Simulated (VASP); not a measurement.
# XPS shifts in Re3Pt2, part 3 of 4

Which atoms of Re3Pt2 bind their core electrons more tightly, and does the hole change the order?

VASP 6.6.1, plane waves and PAW; the level of theory is named at each step.

So far. Step 2 (Relaxation): The forces on the free atoms are under 0.05 eV/Å.

### Step 4. Core hole, atom Pt4

This step: final-state core hole with the electron kept at the Fermi level, PBEsol; plane waves and PAW (Pt, Pt, Re) (VASP 6.6.1).

A core electron of Pt4 (4f) is moved to the Fermi level; this atom comes first in POSCAR as a species of its own.

INCAR reads:

```
SYSTEM = Re3Pt2
PREC = Normal
ENCUT = 330
EDIFF = 1E-05
NELM = 120
ISMEAR = 0
SIGMA = 0.1
LREAL = Auto
ALGO = Fast
GGA = PS
NBANDS = 102
LASPH = .TRUE.
LWAVE = .FALSE.
LCHARG = .FALSE.
KPAR = 2
NCORE = 4
ICORELEVEL = 2
CLNT = 1
CLN = 4
CLL = 3
CLZ = 1
ISIF = 0
```

POSCAR reads:

```
Re3Pt2
1.0
    5.5400000000      0.0000000000      0.0000000000
    2.7700000000      4.7977807370      0.0000000000
    0.0000000000      0.0000000000     22.9600000000
Pt Pt Re
1 7 12
Direct
    0.5000000000      0.5000000000      0.6899240454
    0.0000000000      0.0000000000      0.6899240454
    0.5000000000      0.0000000000      0.6899240454
    0.0000000000      0.5000000000      0.6899240454
    0.0000000000      0.0000000000      0.3100759546
    0.5000000000      0.0000000000      0.3100759546
    0.0000000000      0.5000000000      0.3100759546
    0.5000000000      0.5000000000      0.3100759546
    0.8333333330      0.3333333330      0.5950050472
    0.3333333330      0.3333333330      0.5950050472
    0.8333333330      0.8333333330      0.5950050472
    0.3333333330      0.8333333330      0.5950050472
    0.0000000000      0.0000000000      0.5000000000
    0.5000000000      0.0000000000      0.5000000000
    0.0000000000      0.5000000000      0.5000000000
    0.5000000000      0.5000000000      0.5000000000
    0.8333333330      0.3333333330      0.4049949528
    0.3333333330      0.3333333330      0.4049949528
    0.8333333330      0.8333333330      0.4049949528
    0.3333333330      0.8333333330      0.4049949528
```

KPOINTS reads:

```
Automatic mesh
0
Gamma
4 4 1
0 0 0
```

The projector-augmented-wave data sets are Pt, Pt and Re (PBE family, release 64).

On the command line:

```bash
$ mpirun -np 8 vasp_std
```

Log:

```text
[banner, memory and clock lines left out]
running    8 mpi-ranks, on    1 nodes
 distrk:  each k-point on    4 cores,    2 groups
 distr:  one band on    4 cores,    1 groups

 POSCAR found type information on POSCAR PtPtRe
 POSCAR found :  3 types and      20 ions
 [... a notice as in an earlier step ...]

 LDA part: xc-table for (Slater+PW92), standard interpolation
 POSCAR, INCAR and KPOINTS ok, starting setup
 FFT: planning ... GRIDC
 FFT: planning ... GRID_SOFT
 FFT: planning ... GRID
 WAVECAR not read
 entering main loop
       N       E                     dE             d eps       ncg     rms          rms(c)
DAV:   1     0.173695685072E+04    0.17370E+04   -0.47348E+04  1256   0.127E+03
DAV:   2     0.579139390495E+02   -0.16790E+04   -0.15297E+04  1512   0.136E+03
DAV:   3    -0.290969264043E+03   -0.34888E+03   -0.32677E+03  1576   0.497E+02
DAV:   4    -0.336381681222E+03   -0.45412E+02   -0.39432E+02  1328   0.208E+02
DAV:   5    -0.349365493187E+03   -0.12984E+02   -0.12307E+02  1616   0.488E+01    0.130E+02
RMM:   6    -0.373774763162E+03   -0.24409E+02   -0.20387E+02  1375   0.678E+01    0.660E+01
RMM:   7    -0.548322693278E+03   -0.17455E+03   -0.42056E+02  1510   0.134E+02    0.902E+01
RMM:   8    -0.391956130416E+03    0.15637E+03   -0.74005E+01  1132   0.109E+02    0.514E+01
RMM:   9    -0.363465250887E+03    0.28491E+02   -0.10339E+02  1285   0.634E+01    0.290E+01
RMM:  10    -0.341685905299E+03    0.21779E+02   -0.51500E+01  1316   0.454E+01    0.258E+01
RMM:  11    -0.337728947706E+03    0.39570E+01   -0.64636E+00  1000   0.311E+01    0.237E+01
RMM:  12    -0.334634514289E+03    0.30944E+01   -0.89191E+00  1299   0.985E+00    0.129E+01
RMM:  13    -0.331831346931E+03    0.28032E+01   -0.45211E+00  1323   0.839E+00    0.903E+00
RMM:  14    -0.332066759151E+03   -0.23541E+00   -0.15314E+00  1444   0.353E+00    0.581E+00
RMM:  15    -0.332004176004E+03    0.62583E-01   -0.10251E+00  1352   0.385E+00    0.552E+00
RMM:  16    -0.331945782395E+03    0.58394E-01   -0.57235E-01  1408   0.238E+00    0.301E+00
RMM:  17    -0.331944420034E+03    0.13624E-02   -0.25279E-01  1516   0.111E+00    0.236E+00
RMM:  18    -0.331998272509E+03   -0.53852E-01   -0.15929E-01  1473   0.895E-01    0.312E+00
RMM:  19    -0.331958076526E+03    0.40196E-01   -0.12158E-01  1419   0.102E+00    0.163E+00
RMM:  20    -0.331932574195E+03    0.25502E-01   -0.78931E-02  1373   0.100E+00    0.514E-01
RMM:  21    -0.331937632109E+03   -0.50579E-02   -0.41627E-02  1456   0.397E-01    0.624E-01
RMM:  22    -0.331940222157E+03   -0.25900E-02   -0.22209E-02  1561   0.225E-01    0.615E-01
RMM:  23    -0.331940669525E+03   -0.44737E-03   -0.15110E-02  1412   0.259E-01    0.527E-01
RMM:  24    -0.331941293819E+03   -0.62429E-03   -0.11425E-02  1402   0.257E-01    0.407E-01
RMM:  25    -0.331941060678E+03    0.23314E-03   -0.65924E-03  1293   0.127E-01    0.227E-01
RMM:  26    -0.331941338216E+03   -0.27754E-03   -0.44330E-03  1224   0.108E-01    0.151E-01
RMM:  27    -0.331941568960E+03   -0.23074E-03   -0.26298E-03  1203   0.109E-01    0.987E-02
RMM:  28    -0.331941753847E+03   -0.18489E-03   -0.19468E-03  1019   0.924E-02    0.596E-02
RMM:  29    -0.331941841271E+03   -0.87424E-04   -0.11559E-03   948   0.104E-01    0.447E-02
RMM:  30    -0.331941911941E+03   -0.70670E-04   -0.84953E-04   909   0.125E-01    0.324E-02
RMM:  31    -0.331941968821E+03   -0.56879E-04   -0.55492E-04   949   0.138E-01    0.359E-02
RMM:  32    -0.331942020632E+03   -0.51811E-04   -0.38399E-04   860   0.122E-01    0.408E-02
RMM:  33    -0.331942057157E+03   -0.36525E-04   -0.25119E-04   875   0.138E-01    0.257E-02
RMM:  34    -0.331942082009E+03   -0.24853E-04   -0.18650E-04   867   0.132E-01    0.208E-02
RMM:  35    -0.331942099777E+03   -0.17767E-04   -0.11799E-04   824   0.119E-01    0.219E-02
RMM:  36    -0.331942118608E+03   -0.18831E-04   -0.85858E-05   781   0.113E-01    0.270E-02
RMM:  37    -0.331942127319E+03   -0.87119E-05   -0.52777E-05   777   0.113E-01
   1 F= -.33194213E+03 E0= -.33187650E+03  d E =-.131248E+00
```

The job ended after 36 s (8 MPI ranks of Intel Xeon 6975P-C (Granite Rapids), shared host; peak memory 1.5 GiB; 4.6 min of CPU time).

From OUTCAR (step 4):

```text
 Subroutine GETGRP returns: Found  6 space group operations
 (whereof  2 operations were pure point group operations)

The static configuration has the point symmetry C_1h.
 The point group associated with its full space group is C_3v.

 Found      4 irreducible k-points:

   NELECT =     165.0000    total number of electrons

 the core state eigenenergies are
   1-  1s -78429.7110  2s -13799.6812  2p -11959.8946  3s  -3263.0161  3p  -2727.4245
       3d  -2148.0805  4s   -714.2762  4p   -537.4582  4d   -323.4096  4f    -85.5385
       5s   -103.4769  5p    -55.6110
   2-  1s -78396.6750  2s -13766.3210  2p -11926.5912  3s  -3230.1724  3p  -2694.6730
       3d  -2115.0464  4s   -690.4699  4p   -514.9128  4d   -301.9861  4f    -65.3941
       5s    -96.8516  5p    -50.9540
   3-  1s -78396.6750  2s -13766.3210  2p -11926.5912  3s  -3230.1724  3p  -2694.6730
       3d  -2115.0464  4s   -690.4699  4p   -514.9128  4d   -301.9861  4f    -65.3941
       5s    -96.8516  5p    -50.9540
   4-  1s -78396.6750  2s -13766.3210  2p -11926.5912  3s  -3230.1724  3p  -2694.6730
       3d  -2115.0464  4s   -690.4699  4p   -514.9128  4d   -301.9861  4f    -65.3941
       5s    -96.8516  5p    -50.9540
   5-  1s -78396.8307  2s -13766.4789  2p -11926.7493  3s  -3230.3216  3p  -2694.8221
       3d  -2115.1971  4s   -690.6062  4p   -515.0479  4d   -302.1200  4f    -65.5254
       5s    -96.9576  5p    -51.0461
   6-  1s -78396.8307  2s -13766.4789  2p -11926.7493  3s  -3230.3216  3p  -2694.8221
       3d  -2115.1971  4s   -690.6062  4p   -515.0479  4d   -302.1200  4f    -65.5254
       5s    -96.9576  5p    -51.0461
   7-  1s -78396.8307  2s -13766.4789  2p -11926.7493  3s  -3230.3216  3p  -2694.8221
       3d  -2115.1971  4s   -690.6062  4p   -515.0479  4d   -302.1200  4f    -65.5254
       5s    -96.9576  5p    -51.0461
   8-  1s -78396.8361  2s -13766.4842  2p -11926.7546  3s  -3230.3267  3p  -2694.8272
       3d  -2115.2023  4s   -690.6111  4p   -515.0527  4d   -302.1248  4f    -65.5302
       5s    -96.9618  5p    -51.0501
   9-  1s -71628.6126  2s -12411.8567  2p -10828.1516  3s  -2868.5709  3p  -2401.8120
       3d  -1873.5592  4s   -593.3518  4p   -440.2981  4d   -248.4909  4f    -35.5933
       5s    -78.3239  5p    -40.1438
  10-  1s -71628.6126  2s -12411.8567  2p -10828.1516  3s  -2868.5709  3p  -2401.8120
       3d  -1873.5592  4s   -593.3518  4p   -440.2981  4d   -248.4909  4f    -35.5933
       5s    -78.3239  5p    -40.1438
  11-  1s -71628.6523  2s -12411.8998  2p -10828.1946  3s  -2868.6110  3p  -2401.8521
       3d  -1873.6000  4s   -593.3874  4p   -440.3333  4d   -248.5258  4f    -35.6267
       5s    -78.3482  5p    -40.1614
  12-  1s -71628.6126  2s -12411.8567  2p -10828.1516  3s  -2868.5709  3p  -2401.8120
       3d  -1873.5592  4s   -593.3518  4p   -440.2981  4d   -248.4909  4f    -35.5933
       5s    -78.3239  5p    -40.1438
  13-  1s -71628.1551  2s -12411.4239  2p -10827.7168  3s  -2868.1528  3p  -2401.3939
       3d  -1873.1402  4s   -592.9557  4p   -439.9045  4d   -248.1005  4f    -35.2112
       5s    -77.9863  5p    -39.8274
[...]
3d  -1873.6370  4s   -593.4232  4p   -440.3690  4d   -248.5613  4f    -35.6618
       5s    -78.3810  5p    -40.1935

 E-fermi :   1.7537

 k-point     1 :       0.0000    0.0000    0.0000
  band No.  band energies     occupation
    ...
     70       0.9222      2.00000
     71       0.9222      2.00000
     72       1.1794      2.00000
     73       1.1794      2.00000
     74       1.5663      1.99197
     75       1.8587      0.13773
     76       1.8587      0.13772
     77       1.8592      0.13567
     78       1.9221      0.01728
     79       1.9410      0.00809
    ...

 k-point     2 :       0.2500    0.0000    0.0000
  band No.  band energies     occupation
    ...
     76       1.0241      2.00000
     77       1.0286      2.00000
     78       1.1924      2.00000
     79       1.2565      2.00000
     80       1.6179      1.94520
     81       1.8727      0.09241
     82       2.0040      0.00040
     83       2.0862      0.00000
     84       2.2106      0.00000
     85       2.3626      0.00000
    ...

 POSITION                                       TOTAL-FORCE (eV/Angst)
 -----------------------------------------------------------------------------------
      4.15500      2.39889     15.84066        -0.000000      0.000000      1.665395
      0.00000      0.00000     15.84066         0.012125      0.007000      0.023493
      2.77000      0.00000     15.84066        -0.012125      0.007000      0.023493
      1.38500      2.39889     15.84066         0.000000     -0.014000      0.023493
      0.00000      0.00000      7.11934         0.003278      0.001893     -0.024141
      2.77000      0.00000      7.11934        -0.003278      0.001893     -0.024141
      1.38500      2.39889      7.11934        -0.000000     -0.003785     -0.024141
      4.15500      2.39889      7.11934        -0.000000     -0.000000     -0.026392
      5.54000      1.59926     13.66132         0.084392     -0.048724     -0.688898
      2.77000      1.59926     13.66132        -0.084392     -0.048724     -0.688898
      6.92500      3.99815     13.66132        -0.000000      0.000000     -0.133671
      4.15500      3.99815     13.66132         0.000000      0.097447     -0.688898
      0.00000      0.00000     11.48000         0.163397      0.094337      0.238333
      2.77000      0.00000     11.48000        -0.163397      0.094337      0.238333
      1.38500      2.39889     11.48000         0.000000     -0.188674      0.238333
      4.15500      2.39889     11.48000        -0.000000     -0.000000     -0.094244
      5.54000      1.59926      9.29868         0.026236     -0.015147      0.023045
      2.77000      1.59926      9.29868        -0.026236     -0.015147      0.023045
      6.92500      3.99815      9.29868        -0.000000      0.000000     -0.126585
      4.15500      3.99815      9.29868         0.000000      0.030295      0.023045
 -----------------------------------------------------------------------------------
    total drift:                                0.000001      0.000000     -0.000020

  FREE ENERGIE OF THE ION-ELECTRON SYSTEM (eV)
  ---------------------------------------------------
  free  energy   TOTEN  =      -331.9421273194 eV

  energy  without entropy=     -331.8108794257  energy(sigma->0) =     -331.87650337

[... 6 parts as in an earlier step ...]

[... 3 further parts left out ...]
```

This run has no spin polarisation.

Numbers from this step:

- free energy (TOTEN): -331.9421 eV
- energy at zero smearing: -331.8765 eV
- Fermi energy: 1.754 eV

This is the reference for holes on Pt.

### Step 5. Core hole, atom Pt3

The same hole on the next atom.

INCAR is that of step 4.

POSCAR: that of step 4 with these lines changed.

```diff
@@ -8,6 +8,6 @@
 Direct
-    0.5000000000      0.5000000000      0.6899240454
+    0.0000000000      0.5000000000      0.6899240454
     0.0000000000      0.0000000000      0.6899240454
     0.5000000000      0.0000000000      0.6899240454
-    0.0000000000      0.5000000000      0.6899240454
+    0.5000000000      0.5000000000      0.6899240454
     0.0000000000      0.0000000000      0.3100759546
```

KPOINTS is that of step 4.

On the command line:

```bash
$ mpirun -np 8 vasp_std
```

Log:

```text
[... set-up lines as in an earlier step ...]
 entering main loop
       N       E                     dE             d eps       ncg     rms          rms(c)
DAV:   1     0.173657968407E+04    0.17366E+04   -0.47343E+04  1256   0.127E+03
DAV:   2     0.578693899540E+02   -0.16787E+04   -0.15296E+04  1512   0.136E+03
DAV:   3    -0.292267583986E+03   -0.35014E+03   -0.32880E+03  1584   0.498E+02
DAV:   4    -0.335956976520E+03   -0.43689E+02   -0.38036E+02  1304   0.208E+02
[...]
RMM:  38    -0.331942146334E+03   -0.11658E-04   -0.38869E-05   773   0.126E-01    0.975E-03
RMM:  39    -0.331942159709E+03   -0.13374E-04   -0.32843E-05   762   0.116E-01    0.126E-02
RMM:  40    -0.331942168039E+03   -0.83306E-05   -0.22107E-05   721   0.103E-01
   1 F= -.33194217E+03 E0= -.33187655E+03  d E =-.131242E+00
```

The job ended after 35 s (8 MPI ranks; peak memory 1.5 GiB; 4.5 min of CPU time).

From OUTCAR (step 5):

```text
 POSITION                                       TOTAL-FORCE (eV/Angst)
 -----------------------------------------------------------------------------------
      1.38500      2.39889     15.84066         0.000000      0.000000      1.664967
      0.00000      0.00000     15.84066        -0.012075      0.006971      0.023568
      2.77000      0.00000     15.84066         0.012075      0.006971      0.023568
      4.15500      2.39889     15.84066         0.000000     -0.013943      0.023568
      0.00000      0.00000      7.11934        -0.003346      0.001932     -0.023291
      2.77000      0.00000      7.11934         0.003346      0.001932     -0.023291
      1.38500      2.39889      7.11934         0.000000      0.000000     -0.025660
      4.15500      2.39889      7.11934         0.000000     -0.003864     -0.023291
      5.54000      1.59926     13.66132        -0.084586     -0.048836     -0.689659
      2.77000      1.59926     13.66132         0.084586     -0.048836     -0.689659
      6.92500      3.99815     13.66132         0.000000      0.097671     -0.689659
      4.15500      3.99815     13.66132         0.000000      0.000000     -0.133635
      0.00000      0.00000     11.48000        -0.163473      0.094381      0.239288
      2.77000      0.00000     11.48000         0.163473      0.094381      0.239288
[...]
-----------------------------------------------------------------------------------
    total drift:                                0.000001      0.000000      0.000496

  FREE ENERGIE OF THE ION-ELECTRON SYSTEM (eV)
  ---------------------------------------------------
  free  energy   TOTEN  =      -331.9421680393 eV

  energy  without entropy=     -331.8109256335  energy(sigma->0) =     -331.87654684

[... 2 parts as in an earlier step ...]

[... 1 further part left out ...]
[key lines of the parts left out:]
E-fermi :   1.7548
```

Against the hole on Pt4 the energy differs by +0.00 eV.

### Step 6. Core hole, atom Re9

This step: final-state core hole with the electron kept at the Fermi level, PBEsol; plane waves and PAW (Re, Pt, Re) (VASP 6.6.1).

System of this step: Re3Pt2. The cell holds 20 atoms: 12 Re and 8 Pt. Its edges and angles: a = 5.540 Å, b = 5.540 Å, c = 22.960 Å, α = 90.0°, β = 90.0°, γ = 60.0°. It derives from Re. Overlayer: added Pt, how one layer, both faces. Vacuum lies along c.

A core electron of Re9 (4f) is moved to the Fermi level; this atom comes first in POSCAR as a species of its own.

INCAR is that of step 5.

POSCAR: that of step 5 with these lines changed.

```diff
@@ -5,8 +5,9 @@
     0.0000000000      0.0000000000     22.9600000000
-Pt Pt Re
-1 7 12
+Re Pt Re
+1 8 11
 Direct
-    0.0000000000      0.5000000000      0.6899240454
+    0.8333333330      0.3333333330      0.5950050472
     0.0000000000      0.0000000000      0.6899240454
     0.5000000000      0.0000000000      0.6899240454
+    0.0000000000      0.5000000000      0.6899240454
     0.5000000000      0.5000000000      0.6899240454
@@ -16,3 +17,2 @@
     0.5000000000      0.5000000000      0.3100759546
-    0.8333333330      0.3333333330      0.5950050472
     0.3333333330      0.3333333330      0.5950050472
```

KPOINTS is that of step 5.

Potentials, in the order of the species: Re, Pt and Re (PBE family, release 64).

On the command line:

```bash
$ mpirun -np 8 vasp_std
```

Log:

```text
[banner, memory and clock lines left out]
running    8 mpi-ranks, on    1 nodes
[...]
[... a notice as in an earlier step ...]

 LDA part: xc-table for (Slater+PW92), standard interpolation
 POSCAR, INCAR and KPOINTS ok, starting setup
[...]
entering main loop
       N       E                     dE             d eps       ncg     rms          rms(c)
DAV:   1     0.177632536061E+04    0.17763E+04   -0.47182E+04  1296   0.127E+03
DAV:   2     0.955799633580E+02   -0.16807E+04   -0.15224E+04  1504   0.135E+03
DAV:   3    -0.219840177801E+03   -0.31542E+03   -0.29294E+03  1632   0.506E+02
DAV:   4    -0.274471073261E+03   -0.54631E+02   -0.48883E+02  1632   0.227E+02
[...]
RMM:  41    -0.262482915124E+03   -0.25944E-04   -0.17405E-04   817   0.138E-01    0.585E-02
RMM:  42    -0.262482937201E+03   -0.22077E-04   -0.12347E-04   787   0.144E-01    0.480E-02
RMM:  43    -0.262482945027E+03   -0.78264E-05   -0.87264E-05   776   0.135E-01
   1 F= -.26248295E+03 E0= -.26241782E+03  d E =-.130256E+00
```

Run time: 36 s. Hardware: 8 MPI ranks; peak memory 1.5 GiB.

(Part 3 of 4 ends here.)

[Lines on the potential files, build, host, timing and source positions are cut from VASP's logs without a mark.]

[Logs are printed without paths, hosts, clocks, repeated set-up lines and the standing remarks that a program may print on its own settings, such as how far it seeks lower states.]

[Hosts, paths, dates, database ids (printed as entryN), source tags and the programs' standing remarks are cut or masked in the printed files.]
